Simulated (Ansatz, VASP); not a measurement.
**Cross-check of NbB2 between VASP and Ansatz**

One calculation is typed for both programs; each brings its own data sets. How far apart do they land? The cell is taken from a series of runs on this material, whose earlier steps may have relaxed, scaled, displaced or heated it; both programs get it as it stands.

Calculated with Ansatz 0.2.0; plane waves, with VASP 6.6.1 beside it; zone-centre phonons at PBEsol.

## Step 1: The structure

It takes space group P6/mmm (No. 191, hexagonal). Conventional cell: a = 3.110 Å, b = 3.110 Å, c = 3.270 Å, α = 90.00°, β = 90.00°, γ = 120.00°. Nearest to Nb lie 12 B at 2.43 Å. Nearest to B lie 3 B at 1.80 Å and 6 Nb at 2.43 Å. Farther neighbours are not listed.

## Step 2: Ansatz: zone-centre phonons, PBEsol

Ansatz runs on its default PAW (the set named soft_2) files.

Second derivatives magnify differences that forces hide, and they need a tight electronic threshold.

File input.yaml:

```yaml
crystal:
  lattice:
    - [3.11, 0.0, 0.0]
    - [-1.555, 2.6933390058, 0.0]
    - [0.0, 0.0, 3.27]
  atoms:
    - { symbol: Nb, position: [0.0, 0.0, 0.0] }
    - { symbol: B, position: [0.3333333333, 0.6666666667, 0.5] }
    - { symbol: B, position: [0.6666666667, 0.3333333333, 0.5] }
kpoints:
  mp_grid: { grid: [18, 18, 16] }
hamiltonian:
  xc: pbesol
scf:
  occupations: { method: methfessel_paxton, width: 0.2 }
output:
  eigenvalues: true
phonons:
  method: dfpt
```

On the command line:

```
$ ansatz run input.yaml --threads 4 --pin off --max-ram 14336MiB --backend cpu --events-out ev --progress --plain --runs-dir out
```

Numbers of over 12 decimals in the logs are rounded to 6 here.

The log of the run:

```text
zone centre: on kpoints.mp_grid the ground state, and the responses unless they are solved on pairs of k-points, stand on 819 of the mesh's 5184 k-points, reduced under 4 symmetry operations, with k and −k counted as one. Each operation leaves every solved displacement unchanged or reverses it
Engine: ansatz 0.2.0, x86_64-unknown-linux-gnu
Pseudopotentials: kind: paw
Pseudopotential: Nb, paw, valence charge 13, recommended cutoff 420 eV (normal), Nb.paw.azcp
Pseudopotential: B, paw, valence charge 3, recommended cutoff 420 eV (normal), B.paw.azcp
Functional definition: PBEsol
  exchange = pbesol_x
  correlation = pbesol_c
Crystal: 3 atoms, lattice volume = 27.390 Å³
Basis set: ecut = 420 eV, 551 PW (Γ), exchange–correlation on 48×48×48 points (8 copies of the dense FFT grid, shifted against one another)
Bands: 14, of which v1, the nominal top of the filled ones, is band 10 counted from 1 (9 counted from 0)
Symmetry: 24 space group operations
k-points: 819 of 5184 (irreducible under 4 space group operations, time reversal used)
Non-local potential: Nb, projectors of the file, l = 0: 3, l = 1: 2, l = 2: 2, l = 3: 1
Non-local potential: B, projectors of the file, l = 0: 2, l = 1: 2, l = 2: 1
PAW form: soft (Blöchl's): semilocal exchange-correlation on the pseudo side does not see the compensation charge
PAW frozen core: Nb, regenerated for the run's functional, and the local potential with it (the file was generated under x = pbe(κ = 0.804, μ = 0.219515), c = pbe(β = 0.066725))
PAW frozen core: B, regenerated for the run's functional, and the local potential with it (the file was generated under x = pbe(κ = 0.804, μ = 0.219515), c = pbe(β = 0.066725))
PAW one-centre angular grid: Nb, 590 points (default); XC on 64 Gauss nodes
PAW one-centre angular grid: B, 110 points (default); XC on 64 Gauss nodes
Initial density: superposition of atomic densities (neutral atoms: chi_scale 0, normalization atom), corrected by the library's trained network
Initial wavefunctions: pseudopotential atomic-orbital guess
Functional: x = pbesol(κ = 0.804, μ = 0.123457), c = pbesol(β = 0.046)
SCF iter   1: F=—  HF=-4803.153806 eV  |F-HF|=—  |Δ(HF+E_count)|=         —  Δρ=4.61e-3  dr2=8.22e-3  ethr=1.77e-3  ⟨swp⟩=5.2  Hψ=58147  notcnv=0
preconditioner: auto → none  [metal: Δε(μ)=0.003 eV  Ē_g=9.431 eV  σ=0.200 eV  W_gap=0.01  n_scr=8 (ndim 8)  ℏωp=23.5 eV  f_vac=0.000  D(μ)=0.99/eV (n_scr^D=8)  sad-step TF]
SCF iter   2: F=—  HF=-4803.152707 eV  |F-HF|=—  |Δ(HF+E_count)|=   1.10e-3  S|Δr|=    0.00e0  Δρ=3.25e-3  dr2=4.79e-3  ethr=4.33e-5  ⟨swp⟩=1.2  Hψ=18614  notcnv=0
SCF iter   3: F=—  HF=-4803.151465 eV  |F-HF|=—  |Δ(HF+E_count)|=   1.24e-3  S|Δr|=    0.00e0  Δρ=8.30e-4  dr2=1.05e-4  ethr=2.52e-5  ⟨swp⟩=2.0  Hψ=15336  notcnv=0
SCF iter   4: F=—  HF=-4803.151425 eV  |F-HF|=—  |Δ(HF+E_count)|=   3.96e-5  S|Δr|=    0.00e0  Δρ=2.03e-4  dr2=3.68e-6  ethr=5.54e-7  ⟨swp⟩=2.0  Hψ=18988  notcnv=0
SCF iter   5: F=—  HF=-4803.151425 eV  |F-HF|=—  |Δ(HF+E_count)|=   3.72e-7  S|Δr|=    0.00e0  Δρ=3.43e-5  dr2=2.24e-7  ethr=1.94e-8  ⟨swp⟩=2.0  Hψ=14798  notcnv=0
SCF iter   6: F=—  HF=-4803.151425 eV  |F-HF|=—  |Δ(HF+E_count)|=   1.31e-7  S|Δr|=    0.00e0  Δρ=1.10e-5  dr2=1.69e-8  ethr=1.18e-9  ⟨swp⟩=2.2  Hψ=18226  notcnv=0
SCF iter   7: F=—  HF=-4803.151425 eV  |F-HF|=—  |Δ(HF+E_count)|=   7.61e-9  S|Δr|=    0.00e0  Δρ=7.04e-7  dr2=4.60e-11  ethr=8.89e-11  ⟨swp⟩=2.0  Hψ=19024  notcnv=0
SCF iter   8: F=-4803.151425 eV  HF=-4803.151425 eV  |F-HF|=0.00e0  |Δ(HF+E_count)|=  5.46e-12  S|Δr|=    0.00e0  Δρ=4.65e-8  dr2=1.95e-13  ethr=1.00e-12  ⟨swp⟩=5.7  Hψ=45844  notcnv=0
SCF 1 converged in 8 iterations: F = -4803.151425 eV  dr2 = 1.95e-13
  greatest PAW one-centre occupation: 0.998 electrons in one spin orbital (limit 2), on the Nb atom at site 0 (counted from 0), in its partial waves of l = 0
DFPT response loops at Γ: preconditioner auto → Kerker (q_TF=auto, 2.567 Å⁻¹) (partly filled bands, converged f_vac=0.000); β = 1.00, the filter's whole step (`scf.mixing.beta` (0.50) is not read by the response loops under this deck's `scf.mixing.preconditioner`; to damp them name `kerker` or `kerker_dos`, under which they read `scf.mixing.beta`, and type it under 1.00, their step now; both keys bind the ground state too); Broyden in place of MSR1
SCF converged after 8 iterations
Stability not checked: this state was not tested for a lower state beside it, because cold or Methfessel-Paxton smearing, or corrected tetrahedra, fill the levels in a way that the test cannot read (fill_not_monotonic; see scf.lower_state_search)
Free energy (F): -4803.151425 eV
Harris-Foulkes:  -4803.151425 eV  (|F-HF|=0.00e0)
Internal energy: -4803.151477 eV  (E = F + TS)
E sigma→0 (E₀):  -4803.151438 eV
Entropy (-TS):   0.000052 eV (0.017 meV/atom)
Fermi energy:    18.633944 eV
--- Per-component energies (eV) ---
  E_band       = -16.480789
  E_kinetic    = 498.186209
  E_local      = -703.055030  (includes V_loc(G=0)·N_el)
  E_nonlocal   = 142.329419
  E_hartree    = 226.352494
  E_xc         = -241.595910
  E_vxc        = -292.876240  (∫ρ·V_xc dr)
  E_paw        = -3168.478107  (= ΣΔE_a)
  E_vpaw       = -113.770138  (= ΣTr[D̂ρ^β])
  E_aug_tail   = 0.000003  (compensation charges beyond the density's cutoff)
  E_ewald      = -1557.108686
  E_core_change = 0.218131  (= ΣΔE_core)
  E_smearing   = 0.000052  (= −TS)
  E_closure    = 0.000000  (closes the sum)
  Σ components = -4803.151425   (vs F -4803.151425, Δ=0.00e0)
--- Band table (eV; the first three rows and the last of 819) ---
  k-point 0: bands = [... 6 lower, 14.1109, 14.2629, 15.5877, 19.8518, 19.8518, 21.8917, 21.8917, 22.7239]
  k-point 1: bands = [... 6 lower, 14.1563, 14.1563, 15.8274, 19.5578, 19.5578, 21.7418, 21.7418, 22.7218]
  k-point 2: bands = [... 6 lower, 14.2922, 14.2922, 16.3199, 18.9481, 18.9481, 21.3245, 21.3245, 22.7157]
  k-point 818: bands = [... 6 lower, 12.5473, 13.5940, 14.2021, 20.7467, 21.8184, 22.1026, 23.8312, 25.3891]
--- Phonons (Γ-DFPT): 4 representative perturbations + reference, on 819 of 5184 k-points (Σ response iterations 12) ---
  k mesh reduced under 4 symmetry operations, with k and −k counted as one. Each operation leaves every solved displacement unchanged or reverses it
  ASR residual: 3.181e-5 → 0.000e0 eV/Å²; symmetrization residual: 9.065e-7 eV/Å²
  ASR residual per site (eV/Å²): 3.18e-5 6.26e-6 6.26e-6
  Γ frequencies (cm⁻¹): 0.00 0.00 0.00 433.68 433.68 486.60 550.57 792.92 792.92
  non-analytic LO–TO correction: not included (Born effective charges unavailable; polar crystals: no LO–TO splitting at Γ)
```

(Continued in part 2 of 2.)

[Lines on the potential files, build, host, timing and source positions are cut from VASP's logs without a mark.]

[Logs are printed without paths, hosts, clocks, repeated set-up lines and the standing remarks that a program may print on its own settings, such as how far it seeks lower states.]

[Hosts, paths, dates, database ids (printed as entryN), source tags and the programs' standing remarks are cut or masked in the printed files.]
